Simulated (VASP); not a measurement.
# Sr4Ti3NbO12 (Im-3m) in VASP: further runs

Runs on Sr4Ti3NbO12. Level: LDA. Tasks: relaxation of cell and atoms.

Program: VASP 6.6.1. These are calculated values, not measurements. Logs are shortened: lines on timing, memory, paths and dates and some standing lists are left out, and cuts for length are marked.

### 1 The crystal as given

The structure is cubic, space group Im-3m (No. 229). The conventional cell has a = 7.893 Å, b = 7.893 Å, c = 7.893 Å, α = 90.00°, β = 90.00°, γ = 90.00°. Sr (site symmetry -3m) has 12 O at 2.79 Å as nearest neighbours. Around Nb (site symmetry m-3m) lie 6 O at 1.97 Å. Around Ti (site symmetry 4/mmm) lie 6 O at 1.97 Å. Around O (site symmetry 4mm) lie 1 Nb at 1.97 Å and 1 Ti at 1.97 Å. O (site symmetry -4m2) has 2 Ti at 1.97 Å as nearest neighbours.

The cell was built by a generator and needn't be a form met in nature.

### 2 Relaxation of cell and atoms, LDA

Input file INCAR:

```
SYSTEM = Sr4Ti3NbO12
ALGO = Normal
EDIFF = 1E-6
EDIFFG = -0.01
ENCUT = 600
IBRION = 2
ISIF = 3
ISMEAR = 0
KPAR = 4
LASPH = .TRUE.
LCHARG = .FALSE.
LREAL = .FALSE.
LWAVE = .FALSE.
NELM = 80
NSW = 90
PREC = Accurate
SIGMA = 0.03
```

Input file KPOINTS:

```
k-points
0
G
  6 6 6
  0 0 0
```

Input file POSCAR:

```
Sr4Ti3NbO12
1.0
   -3.9463824400      3.9463824400      3.9463824400
    3.9463824400     -3.9463824400      3.9463824400
    3.9463824400      3.9463824400     -3.9463824400
Sr Nb Ti O
4 1 3 12
Direct
    0.5000000000      0.5000000000      0.5000000000
    0.0000000000      0.0000000000      0.5000000000
    0.0000000000      0.5000000000      0.0000000000
    0.5000000000      0.0000000000      0.0000000000
    0.0000000000      0.0000000000      0.0000000000
    0.5000000000      0.5000000000      0.0000000000
    0.5000000000      0.0000000000      0.5000000000
    0.0000000000      0.5000000000      0.5000000000
    0.0000000000      0.2500000000      0.2500000000
    0.5000000000      0.7500000000      0.2500000000
    0.5000000000      0.2500000000      0.7500000000
    0.0000000000      0.7500000000      0.7500000000
    0.2500000000      0.0000000000      0.2500000000
    0.7500000000      0.5000000000      0.2500000000
    0.7500000000      0.0000000000      0.7500000000
    0.2500000000      0.5000000000      0.7500000000
    0.2500000000      0.2500000000      0.0000000000
    0.7500000000      0.7500000000      0.0000000000
    0.7500000000      0.2500000000      0.5000000000
    0.2500000000      0.7500000000      0.5000000000
```

Potentials or basis: VASP PAW LDA potentials, release 64 (Sr_sv, Nb_sv, Ti_sv, O).

Command:

```bash
cat potpaw_LDA.64/Sr_sv/POTCAR potpaw_LDA.64/Nb_sv/POTCAR potpaw_LDA.64/Ti_sv/POTCAR potpaw_LDA.64/O/POTCAR > POTCAR
mpirun -np 4 vasp_std > vasp.out
```

OUTCAR:

```text
SYSTEM = Sr4Ti3NbO12
   EDIFF = 1E-6
   EDIFFG = -0.01
   ENCUT = 600
   IBRION = 2
   ISIF = 3
   ISMEAR = 0
   LASPH = .TRUE.
   LREAL = .FALSE.
   NELM = 80
   NSW = 90
   PREC = Accurate

 ion  position               nearest neighbor table
   1  0.500  0.500  0.500-  12 2.79  15 2.79  13 2.79   9 2.79  11 2.79  16 2.79  18 2.79  19 2.79
                            20 2.79  17 2.79  10 2.79  14 2.79   5 3.42   6 3.42   6 3.42   7 3.42
   2  0.000  0.000  0.500-  11 2.79  16 2.79  14 2.79  10 2.79  15 2.79   9 2.79  17 2.79  19 2.79
                            20 2.79  18 2.79  12 2.79  13 2.79   5 3.42   5 3.42   6 3.42   8 3.42
   3  0.000  0.500  0.000-  10 2.79  13 2.79  15 2.79  11 2.79  14 2.79  16 2.79  17 2.79  18 2.79
                            20 2.79  19 2.79  12 2.79   9 2.79   5 3.42   8 3.42   6 3.42   5 3.42
   4  0.500  0.000  0.000-   9 2.79  14 2.79  16 2.79  12 2.79  10 2.79  15 2.79  17 2.79  18 2.79
                            19 2.79  20 2.79  11 2.79  13 2.79   5 3.42   7 3.42   6 3.42   6 3.42
   5  0.000  0.000  0.000-   9 1.97  12 1.97  13 1.97  15 1.97  17 1.97  18 1.97   3 3.42   4 3.42
                             1 3.42   2 3.42   2 3.42   3 3.42   4 3.42   1 3.42
   6  0.500  0.500  0.000-  10 1.97  11 1.97  14 1.97  16 1.97  17 1.97  18 1.97   3 3.42   4 3.42
                             1 3.42   2 3.42   1 3.42   4 3.42   3 3.42   2 3.42
   7  0.500  0.000  0.500-  10 1.97  11 1.97  13 1.97  15 1.97  19 1.97  20 1.97   3 3.42   4 3.42
                             1 3.42   2 3.42   4 3.42   1 3.42   2 3.42   3 3.42
   8  0.000  0.500  0.500-   9 1.97  12 1.97  14 1.97  16 1.97  19 1.97  20 1.97   3 3.42   4 3.42
                             1 3.42   2 3.42   3 3.42   2 3.42   1 3.42   4 3.42
   9  0.000  0.250  0.250-   5 1.97   8 1.97   1 2.79   4 2.79   3 2.79   2 2.79
  10  0.500  0.750  0.250-   6 1.97   7 1.97   2 2.79   3 2.79   4 2.79   1 2.79
  11  0.500  0.250  0.750-   6 1.97   7 1.97   3 2.79   2 2.79   4 2.79   1 2.79
  12  0.000  0.750  0.750-   5 1.97   8 1.97   4 2.79   1 2.79   2 2.79   3 2.79
  13  0.250  0.000  0.250-   5 1.97   7 1.97   1 2.79   3 2.79   4 2.79   2 2.79
  14  0.750  0.500  0.250-   6 1.97   8 1.97   2 2.79   4 2.79   3 2.79   1 2.79
  15  0.750  0.000  0.750-   5 1.97   7 1.97   3 2.79   1 2.79   4 2.79   2 2.79
  16  0.250  0.500  0.750-   6 1.97   8 1.97   4 2.79   2 2.79   1 2.79   3 2.79
  17  0.250  0.250  0.000-   5 1.97   6 1.97   4 2.79   1 2.79   3 2.79   2 2.79
  18  0.750  0.750  0.000-   5 1.97   6 1.97   4 2.79   2 2.79   3 2.79   1 2.79
  19  0.750  0.250  0.500-   7 1.97   8 1.97   3 2.79   1 2.79   2 2.79   4 2.79
  20  0.250  0.750  0.500-   7 1.97   8 1.97   4 2.79   1 2.79   2 2.79   3 2.79

  LATTYP: Found a body centered cubic cell.
 ALAT       =     7.8927648800

  Lattice vectors:

 A1 = (  -3.9463824400,   3.9463824400,   3.9463824400)
 A2 = (   3.9463824400,  -3.9463824400,   3.9463824400)
 A3 = (   3.9463824400,   3.9463824400,  -3.9463824400)

Analysis of symmetry for initial positions (statically):
=====================================================================
 Subroutine PRICEL returns:
 Original cell was already a primitive cell.

 Routine SETGRP: Setting up the symmetry group for a
 body centered cubic supercell.

 Subroutine GETGRP returns: Found 48 space group operations
 (whereof 48 operations were pure point group operations)
 out of a pool of 48 trial point group operations.

The static configuration has the point symmetry O_h .

Analysis of symmetry for dynamics (positions and initial velocities):
=====================================================================
 Subroutine PRICEL returns:
 Original cell was already a primitive cell.

 Routine SETGRP: Setting up the symmetry group for a
 body centered cubic supercell.

 Subroutine GETGRP returns: Found 48 space group operations
 (whereof 48 operations were pure point group operations)
 out of a pool of 48 trial point group operations.

The dynamic configuration has the point symmetry O_h .

 Subroutine INISYM returns: Found 48 space group operations
 (whereof 48 operations are pure point group operations),
 and found     1 'primitive' translations

----------------------------------------------------------------------------------------

                                     Primitive cell

  volume of cell :     245.8428

  direct lattice vectors                    reciprocal lattice vectors
    -3.946382440  3.946382440  3.946382440     0.000000000  0.126698314  0.126698314
     3.946382440 -3.946382440  3.946382440     0.126698314  0.000000000  0.126698314
     3.946382440  3.946382440 -3.946382440     0.126698314  0.126698314  0.000000000

  length of vectors
     6.835334892  6.835334892  6.835334892     0.179178473  0.179178473  0.179178473

[... 64 lines left out ...]
     0.000000000  0.000000000  0.000000000

 Subroutine IBZKPT returns following result:
[... 23 lines left out ...]
 SYSTEM =  Sr4Ti3NbO12
   PREC   = accura    normal or accurate (medium, high low for compatibility)
   ISTART =      0    job   : 0-new  1-cont  2-samecut
   ICHARG =      2    charge: 1-file 2-atom 10-const
   ISPIN  =      1    spin polarized calculation?
   LNONCOLLINEAR =      F non collinear calculations
   LSORBIT =      F    spin-orbit coupling
   LASPH  =      T    aspherical Exc in radial PAW
   ENCUT  =  600.0 eV  44.10 Ry    6.64 a.u.  13.65 13.65 13.65*2*pi/ulx,y,z
   NELM   =     80;   NELMIN=  2; NELMDL= -5     # of ELM steps
   EDIFF  = 0.1E-05   stopping-criterion for ELM
   LREAL  =      F    real-space projection
   EDIFFG = -.1E-01   stopping-criterion for IOM
   NSW    =     90    number of steps for IOM
   IBRION =      2    ionic relax: 0-MD 1-quasi-New 2-CG
   NFREE  =      1    steps in history (QN), initial steepest desc. (CG)
   ISIF   =      3    stress and relaxation
   ISYM   =      2    0-nonsym 1-usesym 2-fastsym
   POTIM  = 0.5000    time-step for ionic-motion
   TEBEG  =    0.0;   TEEND  =   0.0 temperature during run
   PSTRESS=    0.0 pullay stress
   NELECT =     161.0000    total number of electrons
   NUPDOWN=      -1.0000    fix difference up-down
   EMIN   =  10.00;   EMAX   =-10.00  energy-range for DOS
   EFERMI =   0.00;   METHOD = LEGACY
   ISMEAR =     0;   SIGMA  =   0.03  broadening in eV -4-tet -1-fermi 0-gaus
   EFERMI_NEDOS =   21; number of points for ismear=-14 and -15
   IALGO  =     38    algorithm
   IMIX   =      4    mixing-type and parameters
     AMIX     =   0.40;   BMIX     =  1.00
     AMIX_MAG =   1.60;   BMIX_MAG =  1.00
  volume/ion in A,a.u.               =      12.29        82.95
  Fermi-wavevector in a.u.,A,eV,Ry     =   1.421666  2.686559 27.499206  2.021135
  Thomas-Fermi vector in A             =   2.542452
   LORBIT       =      0    0 simple, 1 ext, 2 COOP (PROOUT), +10 PAW based schemes
   GGA     = CA    functional components
   LHFCALC =     F    Hartree Fock is set to
   AEXX    =    0.0000 exact exchange contribution
   IVDW    =     0    specifies the selected vdW correction
   LEPSILON=     F    determine dielectric tensor
   LRPA    =     F    only Hartree local field effects (RPA)
 conjugate gradient relaxation of ions
 non-spin polarized calculation
 Gauss-broadening in eV      SIGMA  =   0.03
  energy-cutoff  :      600.00
  volume of cell :      245.84
 maximum number of plane-waves:      8247
 NGX is ok and might be reduce to    56
   NGX = 27   NGY = 27   NGZ = 27

--------------------------------------- Ionic step        1  -------------------------------------------

 number of electron     161.0000008 magnetization

 Free energy of the ion-electron system (eV)
  ---------------------------------------------------
  ext. energy  EPLUGINS =         0.00000000
  ---------------------------------------------------
  free energy    TOTEN  =      -177.91188038 eV

  energy without entropy =     -177.90821452  energy(sigma->0) =     -177.91004745

------------------------ aborting loop because EDIFF is reached ----------------------------------------

  FORCE on cell =-STRESS in cart. coord.  units (eV):
  Direction    XX          YY          ZZ          XY          YZ          ZX
  --------------------------------------------------------------------------------------
  -------------------------------------------------------------------------------------
  Total      -11.2290737    -11.2290737    -11.2290737     -0.0000000     -0.0000000      0.0000000
  in kB      -73.1807763    -73.1807763    -73.1807763     -0.0000000     -0.0000000      0.0000000
  external PRESSURE =     -73.1807763 kB  Pullay stress =       0.0000000 kB
[... 257 lines left out ...]
--------------------------------------- Ionic step        6  -------------------------------------------

 number of electron     160.9999962 magnetization

 Free energy of the ion-electron system (eV)
  ---------------------------------------------------
  ext. energy  EPLUGINS =         0.00000000
  ---------------------------------------------------
  free energy    TOTEN  =      -178.14900786 eV

  energy without entropy =     -178.14543704  energy(sigma->0) =     -178.14722245

 E-fermi :   6.6532     XC(G=0): -11.9150

 val. band max:        6.6508402897   @ k =   0.5000   0.5000   0.3333
 cond. band min:       6.7528479099   @ k =  -0.3333   0.5000   0.1667
 fundamental gap:      0.1020076201
 Fermi energy:         6.6531984342

 k-point     1 :       0.0000    0.0000    0.0000
  band No.  band energies     occupation
      1     -50.8108      2.00000
      2     -50.8081      2.00000
      3     -50.8081      2.00000
      4     -49.7614      2.00000
      5     -28.2485      2.00000
      6     -28.2008      2.00000
[... 1509 lines left out ...]
     91       9.4410      0.00000
     92       9.4410      0.00000
 [bands above 92 left out]

------------------------ aborting loop because EDIFF is reached ----------------------------------------

  FORCE on cell =-STRESS in cart. coord.  units (eV):
  Direction    XX          YY          ZZ          XY          YZ          ZX
  --------------------------------------------------------------------------------------
  -------------------------------------------------------------------------------------
  Total        0.1639010      0.1639010      0.1639010     -0.0000000     -0.0000000      0.0000000
  in kB        1.1131876      1.1131876      1.1131876     -0.0000000     -0.0000000      0.0000000
  external PRESSURE =       1.1131876 kB  Pullay stress =       0.0000000 kB
[... 35 lines left out ...]
  FREE ENERGIE OF THE ION-ELECTRON SYSTEM (eV)
  ---------------------------------------------------
  free  energy   TOTEN  =      -178.1490078579 eV

  energy  without entropy=     -178.1454370383  energy(sigma->0) =     -178.14722245

 reached required accuracy - stopping structural energy minimisation
```

Run time: 10 min. Hardware: 4 MPI ranks of Intel Xeon 6975P-C (Granite Rapids), shared host; peak memory 0.63 GiB.

Results:

```
Free energy                            : -178.1490 eV
Relaxed volume                         : 11.79 Å³/atom
Relaxed cell                           : a = 6.742 Å, b = 6.742 Å, c = 6.742 Å, α = 109.47°, β = 109.47°, γ = 109.47°
Space group after relaxing (to 0.05 Å) : Im-3m (No. 229)
Energy gained by relaxing              : 11.9 meV/atom
Ionic steps                            : 6
Pressure after relaxing                : 0.1 GPa
Band gap on the k mesh                 : none (metal or under the smearing width)
```

The path:
```
step  energy change (eV)  largest force (eV/Å)  pressure (GPa)  volume (Å³)
   1              0.0000                0.1607           -7.32       245.84
   2              0.0311                0.2818            9.22       226.40
   3             -0.2333                0.2307            0.01       236.14
   4             -0.2332                0.2317            0.18       235.95
   5             -0.2345                0.1862            0.06       235.85
   6             -0.2371                0.0017            0.11       235.90
```

Final structure:
```yaml
crystal:
  lattice:
    - [-3.89243, 3.89243, 3.89243]
    - [3.89243, -3.89243, 3.89243]
    - [3.89243, 3.89243, -3.89243]
  atoms:
    - { symbol: Sr, position: [0.50000, 0.50000, 0.50000] }
    - { symbol: Sr, position: [0.00000, 0.00000, 0.50000] }
    - { symbol: Sr, position: [0.00000, 0.50000, 0.00000] }
    - { symbol: Sr, position: [0.50000, 0.00000, 0.00000] }
    - { symbol: Nb, position: [0.00000, 0.00000, 0.00000] }
    - { symbol: Ti, position: [0.50000, 0.50000, 0.00000] }
    - { symbol: Ti, position: [0.50000, 0.00000, 0.50000] }
    - { symbol: Ti, position: [0.00000, 0.50000, 0.50000] }
    - { symbol: O, position: [0.00000, 0.25120, 0.25120] }
    - { symbol: O, position: [0.50000, 0.75000, 0.25000] }
    - { symbol: O, position: [0.50000, 0.25000, 0.75000] }
    - { symbol: O, position: [0.00000, 0.74880, 0.74880] }
    - { symbol: O, position: [0.25120, 0.00000, 0.25120] }
    - { symbol: O, position: [0.75000, 0.50000, 0.25000] }
    - { symbol: O, position: [0.74880, 0.00000, 0.74880] }
    - { symbol: O, position: [0.25000, 0.50000, 0.75000] }
    - { symbol: O, position: [0.25120, 0.25120, 0.00000] }
    - { symbol: O, position: [0.74880, 0.74880, 0.00000] }
    - { symbol: O, position: [0.75000, 0.25000, 0.50000] }
    - { symbol: O, position: [0.25000, 0.75000, 0.50000] }
```

Caveat: an odd number of electrons without spin polarisation forces a metal; a magnetic or distorted state may lie lower; semilocal functionals often make such compounds metallic where correlation or magnetic order opens a gap, which also shifts bond lengths.

### 3 Relaxation of cell and atoms, LDA

This run uses another cell than the first one, of 11.79 Å³/atom, 0.960 times its volume.

Edit INCAR of step 2 so:

```diff
@@ -2,4 +2,4 @@
 ALGO = Normal
-EDIFF = 1E-6
-EDIFFG = -0.01
+EDIFF = 1E-7
+EDIFFG = -0.005
 ENCUT = 600
```

KPOINTS is that of step 2.

Input file POSCAR:

```
Sr4Ti3NbO12                             
1.0
   -3.8924340693      3.8924340693      3.8924340693
    3.8924340693     -3.8924340693      3.8924340693
    3.8924340693      3.8924340693     -3.8924340693
  Sr              Nb              Ti              O             
     4     1     3    12
Direct
     0.5000000000000000    0.5000000000000000    0.5000000000000000
     0.0000000000000000    0.0000000000000000    0.5000000000000000
     0.0000000000000000    0.5000000000000000    0.0000000000000000
     0.5000000000000000    0.0000000000000000    0.0000000000000000
     0.0000000000000000    0.0000000000000000    0.0000000000000000
     0.5000000000000000    0.5000000000000000    0.0000000000000000
     0.5000000000000000    0.0000000000000000    0.5000000000000000
     0.0000000000000000    0.5000000000000000    0.5000000000000000
     0.0000000000000000    0.2512046069141323    0.2512046069141323
     0.5000000000000000    0.7500000000000000    0.2500000000000000
     0.5000000000000000    0.2500000000000000    0.7500000000000000
     0.0000000000000000    0.7487953930858677    0.7487953930858677
     0.2512046069141323    0.0000000000000000    0.2512046069141323
     0.7500000000000000    0.5000000000000000    0.2500000000000000
     0.7487953930858677    0.0000000000000000    0.7487953930858677
     0.2500000000000000    0.5000000000000000    0.7500000000000000
     0.2512046069141323    0.2512046069141323    0.0000000000000000
     0.7487953930858677    0.7487953930858677    0.0000000000000000
     0.7500000000000000    0.2500000000000000    0.5000000000000000
     0.2500000000000000    0.7500000000000000    0.5000000000000000
```

Potentials or basis: VASP PAW LDA potentials, release 64 (Sr_sv, Nb_sv, Ti_sv, O).

Command:

```bash
cat potpaw_LDA.64/Sr_sv/POTCAR potpaw_LDA.64/Nb_sv/POTCAR potpaw_LDA.64/Ti_sv/POTCAR potpaw_LDA.64/O/POTCAR > POTCAR
mpirun -np 4 vasp_std > vasp.out
```

Run time: 5.4 min. Hardware: 4 MPI ranks of Intel Xeon 6975P-C (Granite Rapids), shared host; peak memory 0.58 GiB.

The run converged. Its results:

| Quantity | Value |
| --- | --- |
| Free energy | -178.1251 eV |
| Relaxed volume | 11.80 Å³/atom |
| Relaxed cell | a = 6.744 Å, b = 6.744 Å, c = 6.744 Å, α = 109.47°, β = 109.47°, γ = 109.47° |
| Space group after relaxing (to 0.05 Å) | Im-3m (No. 229) |
| Energy gained by relaxing | 0.0 meV/atom |
| Ionic steps | 3 |
| Pressure after relaxing | 0.0 GPa |
| Largest force after relaxing | 0.004 eV/Å |
| Band gap on the k mesh | none (metal or under the smearing width) |

Forces on the atoms (eV/Å):
```
Sr   0.000  0.000  0.000
Sr   0.000  0.000  0.000
Sr   0.000  0.000  0.000
Sr   0.000  0.000  0.000
Nb   0.000  0.000  0.000
Ti   0.000  0.000  0.000
Ti   0.000  0.000  0.000
Ti   0.000  0.000  0.000
O   -0.004  0.000  0.000
O    0.000  0.000  0.000
O    0.000  0.000  0.000
O    0.004  0.000  0.000
O    0.000 -0.004  0.000
O    0.000  0.000  0.000
O    0.000  0.004  0.000
O    0.000  0.000  0.000
O    0.000  0.000 -0.004
O    0.000  0.000  0.004
O    0.000  0.000  0.000
O    0.000  0.000  0.000
```

Final structure:
```yaml
crystal:
  lattice:
    - [-3.89345, 3.89345, 3.89345]
    - [3.89345, -3.89345, 3.89345]
    - [3.89345, 3.89345, -3.89345]
  atoms:
    - { symbol: Sr, position: [0.50000, 0.50000, 0.50000] }
    - { symbol: Sr, position: [0.00000, 0.00000, 0.50000] }
    - { symbol: Sr, position: [0.00000, 0.50000, 0.00000] }
    - { symbol: Sr, position: [0.50000, 0.00000, 0.00000] }
    - { symbol: Nb, position: [0.00000, 0.00000, 0.00000] }
    - { symbol: Ti, position: [0.50000, 0.50000, 0.00000] }
    - { symbol: Ti, position: [0.50000, 0.00000, 0.50000] }
    - { symbol: Ti, position: [0.00000, 0.50000, 0.50000] }
    - { symbol: O, position: [0.00000, 0.25121, 0.25121] }
    - { symbol: O, position: [0.50000, 0.75000, 0.25000] }
    - { symbol: O, position: [0.50000, 0.25000, 0.75000] }
    - { symbol: O, position: [0.00000, 0.74879, 0.74879] }
    - { symbol: O, position: [0.25121, 0.00000, 0.25121] }
    - { symbol: O, position: [0.75000, 0.50000, 0.25000] }
    - { symbol: O, position: [0.74879, 0.00000, 0.74879] }
    - { symbol: O, position: [0.25000, 0.50000, 0.75000] }
    - { symbol: O, position: [0.25121, 0.25121, 0.00000] }
    - { symbol: O, position: [0.74879, 0.74879, 0.00000] }
    - { symbol: O, position: [0.75000, 0.25000, 0.50000] }
    - { symbol: O, position: [0.25000, 0.75000, 0.50000] }
```

Levels at points of the mesh, in eV from the Fermi level:
| k point | band 76 | band 77 | band 78 | band 79 | band 80 | band 81 | band 82 | band 83 | band 84 | band 85 |
| --- | --- | --- | --- | --- | --- | --- | --- | --- | --- | --- |
| (0.00, 0.00, 0.00) | -2.75 | -2.75 | -2.55 | -2.55 | -2.55 | -0.39 | -0.39 | -0.39 | 1.82 | 1.82 |
| (0.50, 0.00, 0.00) | -3.22 | -3.12 | -3.10 | -3.06 | -2.88 | 0.75 | 0.85 | 0.93 | 1.01 | 1.24 |
| (0.50, 0.50, 0.50) | -2.98 | -2.98 | -2.45 | -2.45 | -2.45 | -0.15 | -0.15 | -0.15 | 1.80 | 1.80 |

Caveat: an odd number of electrons without spin polarisation forces a metal; a magnetic or distorted state may lie lower; semilocal functionals often make such compounds metallic where correlation or magnetic order opens a gap, which also shifts bond lengths.
